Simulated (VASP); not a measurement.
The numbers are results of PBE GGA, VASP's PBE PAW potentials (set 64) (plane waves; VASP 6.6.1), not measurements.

The input files of a VASP run:

**POSCAR**
```
FePt
1.0
  2.7279413155   0.0000000000   0.0000000000
  0.0000000000   2.7279413155   0.0000000000
  0.0000000000   0.0000000000   3.7570430167
Fe Pt
1 1
Cart
  0.0000000000   0.0000000000   0.0000000000
  1.3639706577   1.3639706577   1.8785215083
```

KPOINTS:
```
Automatic mesh
0
Gamma
15 15 11
0 0 0
```

INCAR:
```
! general
SYSTEM   =  FePt
PREC     =  Accurate
ENCUT    =  400
LREAL    =  .FALSE.   ! projection in real space or not
LASPH    =  .TRUE.   ! aspherical one-centre terms

! electronic loop
EDIFF    =  1E-7   ! SCF stop (eV)
NELM     =  100
ALGO     =  Normal
LMAXMIX  =  6   ! l cut-off of mixed one-centre charges

! smearing
ISMEAR   =  -5   ! tetrahedra, Bloechl

! functional
GGA      =  PE   ! PBE

! spin
ISPIN    =  2
MAGMOM   =  2.9 0.3

! ions
ISIF     =  2   ! forces and stress, cell fixed

! output
LWAVE    =  .FALSE.
LCHARG   =  .TRUE.
LORBIT   =  11
NEDOS    =  601   ! DOS grid
```

POTCAR, in this order: Fe Pt (PBE.64 set). Program: vasp_std.

Output

File OSZICAR:
```
       N       E                     dE             d eps       ncg     rms          rms(c)
DAV:   1     0.775948154746E+02    0.77595E+02   -0.74451E+03 13614   0.108E+03
DAV:   2    -0.135702467040E+02   -0.91165E+02   -0.81537E+02 13289   0.229E+02
DAV:   3    -0.161740745187E+02   -0.26038E+01   -0.25379E+01 16278   0.468E+01
DAV:   4    -0.162021622686E+02   -0.28088E-01   -0.28123E-01 14885   0.422E+00
DAV:   5    -0.162029064288E+02   -0.74416E-03   -0.74548E-03 17176   0.779E-01    0.164E+01
DAV:   6    -0.175912684289E+02   -0.13884E+01   -0.15093E+01 14037   0.850E+01    0.251E+01
DAV:   7    -0.149103165055E+02    0.26810E+01   -0.10107E+01 16481   0.809E+01    0.852E+00
DAV:   8    -0.148926986614E+02    0.17618E-01   -0.46654E-01 15357   0.102E+01    0.418E+00
DAV:   9    -0.148161854807E+02    0.76513E-01   -0.12952E-01 19055   0.758E+00    0.171E+00
DAV:  10    -0.148066203857E+02    0.95651E-02   -0.35228E-02 19804   0.364E+00    0.690E-01
DAV:  11    -0.148059298651E+02    0.69052E-03   -0.22738E-03 17820   0.805E-01    0.269E-01
DAV:  12    -0.148057435595E+02    0.18631E-03   -0.30723E-04 17212   0.242E-01    0.611E-02
DAV:  13    -0.148057724327E+02   -0.28873E-04   -0.46125E-05 16638   0.122E-01    0.376E-02
DAV:  14    -0.148057706880E+02    0.17448E-05   -0.45474E-06 18436   0.495E-02    0.132E-02
DAV:  15    -0.148057710394E+02   -0.35140E-06   -0.19834E-06 17224   0.328E-02    0.374E-03
DAV:  16    -0.148057707283E+02    0.31111E-06   -0.31480E-07 11120   0.102E-02    0.155E-03
DAV:  17    -0.148057704336E+02    0.29470E-06   -0.57907E-08  7280   0.264E-03    0.111E-03
DAV:  18    -0.148057706024E+02   -0.16888E-06   -0.15146E-08  7012   0.301E-03    0.290E-04
DAV:  19    -0.148057706382E+02   -0.35789E-07   -0.31073E-09  6844   0.678E-04
   1 F= -.14805771E+02 E0= -.14805771E+02  d E =0.000000E+00  mag=     3.2700
```

### OUTCAR
```
------------------------ aborting loop because EDIFF is reached ----------------------------------------
  FORCE on cell =-STRESS in cart. coord.  units (eV):
  Direction    XX          YY          ZZ          XY          YZ          ZX
  --------------------------------------------------------------------------------------
  Total       -0.0300141     -0.0300141      0.0096579      0.0000000      0.0000000     -0.0000000
  in kB       -1.7199658     -1.7199658      0.5534472      0.0000000      0.0000000     -0.0000000
  external PRESSURE =      -0.9621615 kB  Pullay stress =       0.0000000 kB
  volume of cell :       27.96
      direct lattice vectors                 reciprocal lattice vectors
     2.727941315  0.000000000  0.000000000     0.366576801  0.000000000  0.000000000
     0.000000000  2.727941315  0.000000000     0.000000000  0.366576801  0.000000000
     0.000000000  0.000000000  3.757043017     0.000000000  0.000000000  0.266166769
 POSITION                                       TOTAL-FORCE (eV/Angst)
 -----------------------------------------------------------------------------------
      0.00000      0.00000      0.00000         0.000000      0.000000      0.000000
      1.36397      1.36397      1.87852         0.000000      0.000000      0.000000
 -----------------------------------------------------------------------------------
    total drift:                                0.000000     -0.000000     -0.000000
  FREE ENERGIE OF THE ION-ELECTRON SYSTEM (eV)
  ---------------------------------------------------
  free  energy   TOTEN  =       -14.8057706382 eV

  energy  without entropy=      -14.8057706382  energy(sigma->0) =      -14.80577064

 total charge

# of ion       s       p       d       tot
------------------------------------------
    1        0.404   0.440   6.114   6.958
    2        0.708   0.650   8.048   9.406
--------------------------------------------------
tot          1.112   1.090  14.162  16.364

 magnetization (x)

# of ion       s       p       d       tot
------------------------------------------
    1        0.004  -0.008   2.936   2.932
    2       -0.026  -0.069   0.416   0.320
--------------------------------------------------
tot         -0.022  -0.078   3.351   3.252
```
(Selected blocks of OUTCAR.)

For a metal the tetrahedron method with Blöchl corrections gives inexact stress and forces.

The compound is FePt in the L1_0 structure. It was relaxed first.
